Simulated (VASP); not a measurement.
Given:

```yaml
crystal:
  lattice:
    - [0.00000, 2.25271, 2.25271]
    - [2.25271, 0.00000, 2.25271]
    - [2.25271, 2.25271, 0.00000]
  atoms:
    - { symbol: Ga, position: [0.00000, 0.00000, 0.00000] }
    - { symbol: N, position: [0.25000, 0.25000, 0.25000] }
```

Level of theory: r2SCAN meta-GGA with spin-orbit coupling, VASP's PBE PAW potentials (set 64) (plane waves; VASP). Run with 520 eV cut-off, 9×9×9 Γ-centred mesh, Gaussian smearing of 0.050 eV, potentials Ga_d N.

Q: Estimate the energy per atom (σ→0), band gap (over mesh and band path) with the smallest direct gap where there is one.

A: 
* **band gap (over mesh and band path)**: 2.12 eV
* **smallest direct gap (over mesh and band path)**: 2.12 eV
* **energy per atom (σ→0)**: -10.951 eV/atom

Total energies compare only between runs with the same potentials, cut-off and functional.

The compound is GaN in the zinc blende structure, a metastable form; wurtzite is the usual one. It was relaxed first.
